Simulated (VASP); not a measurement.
Method: PBE GGA, VASP's PBE PAW potentials (set 64) (plane waves; VASP).

A VASP calculation is set up with these files.

File KPOINTS:
```
Automatic
0
gamma
 4 4 4
```

File POSCAR:
```
Si
1
    0.0000000000     2.7218500000     2.7218500000
    2.7218500000     0.0000000000     2.7218500000
    2.7218500000     2.7218500000     0.0000000000
Si
2
Direct
  0.2500000000   0.2500000000   0.2500000000
  0.0000000000   0.0000000000   0.0000000000
```

**INCAR**
```
SYSTEM = Si
PREC = Normal; ENCUT = 350; LREAL = .FALSE.
LASPH = .TRUE.
EDIFF = 1E-8; NELM = 100; ALGO = Normal
ISMEAR = 0; SIGMA = 0.01
GGA = PE
LWAVE = .TRUE.; LCHARG = .FALSE.
```

POTCAR, in this order: Si_GW (PBE.64 set). Program: vasp_std.

Output of the run:

**OSZICAR**
```
       N       E                     dE             d eps       ncg     rms          rms(c)
DAV:   1     0.273318507418E+01    0.27332E+01   -0.35657E+03   136   0.850E+02
DAV:   2    -0.105559640338E+02   -0.13289E+02   -0.12353E+02   192   0.658E+01
DAV:   3    -0.108545648977E+02   -0.29860E+00   -0.29860E+00   160   0.111E+01
DAV:   4    -0.108581056292E+02   -0.35407E-02   -0.35407E-02   216   0.190E+00
DAV:   5    -0.108581278883E+02   -0.22259E-04   -0.22259E-04   168   0.115E-01    0.314E+00
DAV:   6    -0.107175340146E+02    0.14059E+00   -0.84733E-02   160   0.152E+00    0.187E+00
DAV:   7    -0.106529110077E+02    0.64623E-01   -0.16070E-01   176   0.221E+00    0.160E-01
DAV:   8    -0.106547190068E+02   -0.18080E-02   -0.46956E-03   136   0.547E-01    0.257E-02
DAV:   9    -0.106548510452E+02   -0.13204E-03   -0.24647E-04   168   0.135E-01    0.168E-02
DAV:  10    -0.106548814886E+02   -0.30443E-04   -0.50102E-05   168   0.540E-02    0.178E-03
DAV:  11    -0.106548813899E+02    0.98661E-07   -0.42794E-07   184   0.579E-03    0.431E-04
DAV:  12    -0.106548812431E+02    0.14684E-06   -0.60325E-08   160   0.229E-03    0.839E-05
DAV:  13    -0.106548812062E+02    0.36942E-07   -0.18565E-09   136   0.312E-04    0.188E-05
DAV:  14    -0.106548812215E+02   -0.15350E-07   -0.11708E-10   120   0.110E-04    0.417E-06
DAV:  15    -0.106548812222E+02   -0.66780E-09   -0.18394E-11   120   0.588E-05
   1 F= -.10654881E+02 E0= -.10654881E+02  d E =-.484091E-12
```

OUTCAR:
```
------------------------ aborting loop because EDIFF is reached ----------------------------------------
  FORCE on cell =-STRESS in cart. coord.  units (eV):
  Direction    XX          YY          ZZ          XY          YZ          ZX
  --------------------------------------------------------------------------------------
  Total        0.4817118      0.4817118      0.4817118     -0.0000000     -0.0000000      0.0000000
  in kB       19.1370643     19.1370643     19.1370643     -0.0000000     -0.0000000      0.0000000
  external PRESSURE =      19.1370643 kB  Pullay stress =       0.0000000 kB
  volume of cell :       40.33
      direct lattice vectors                 reciprocal lattice vectors
     0.000000000  2.721850000  2.721850000    -0.183698587  0.183698587  0.183698587
     2.721850000  0.000000000  2.721850000     0.183698587 -0.183698587  0.183698587
     2.721850000  2.721850000  0.000000000     0.183698587  0.183698587 -0.183698587
 POSITION                                       TOTAL-FORCE (eV/Angst)
 -----------------------------------------------------------------------------------
      1.36092      1.36092      1.36092         0.000000      0.000000      0.000000
      0.00000      0.00000      0.00000        -0.000000     -0.000000     -0.000000
 -----------------------------------------------------------------------------------
    total drift:                               -0.000000     -0.000000     -0.000000
  FREE ENERGIE OF THE ION-ELECTRON SYSTEM (eV)
  ---------------------------------------------------
  free  energy   TOTEN  =       -10.6548812222 eV

  energy  without entropy=      -10.6548812222  energy(sigma->0) =      -10.65488122
```
(Selected blocks of OUTCAR.)

File OUTCAR:
```
 val. band max:        5.4369588991   @ k =   0.0000   0.0000   0.0000

 cond. band min:       6.1448084482   @ k =   0.5000   0.5000   0.0000


 Fermi energy:         5.4818121612

 k-point     1 :       0.0000    0.0000    0.0000
  band No.  band energies     occupation
      1      -6.4846      2.00000
      2       5.4370      2.00000
      3       5.4370      2.00000
      4       5.4370      2.00000
      5       7.9786      0.00000
      6       7.9786      0.00000
      7       7.9786      0.00000
      8       8.7173      0.00000

 k-point     2 :       0.2500    0.0000    0.0000
  band No.  band energies     occupation
      1      -5.6896      2.00000
      2       1.5154      2.00000
      3       4.6779      2.00000
      4       4.6779      2.00000
      5       7.4308      0.00000
      6       8.9210      0.00000
      7       8.9210      0.00000
      8      12.2952      0.00000

 k-point     3 :       0.5000    0.0000    0.0000
  band No.  band energies     occupation
      1      -4.1690      2.00000
      2      -1.5103      2.00000
      3       4.2399      2.00000
      4       4.2399      2.00000
      5       6.9400      0.00000
      6       8.7612      0.00000
      7       8.7612      0.00000
      8      13.1448      0.00000

 k-point     4 :       0.2500    0.2500    0.0000
  band No.  band energies     occupation
      1      -5.4088      2.00000
      2       1.9157      2.00000
      3       3.5523      2.00000
      4       3.5523      2.00000
      5       6.5580      0.00000
      6       8.5552      0.00000
      7      11.1627      0.00000
      8      11.1627      0.00000

 k-point     5 :       0.5000    0.2500    0.0000
  band No.  band energies     occupation
      1      -3.7831      2.00000
      2      -0.9337      2.00000
      3       1.9151      2.00000
      4       3.2382      2.00000
      5       6.9484      0.00000
      6       9.8699      0.00000
      7      11.1400      0.00000
...
```

The structure comes from a computed database's Si entry (Fd-3m); how it stands against other phases isn't given here. The cell was not relaxed at this level. The k-mesh is coarse (spacing up to 0.50 per Å, 2π included), so the numbers may not be converged in it.
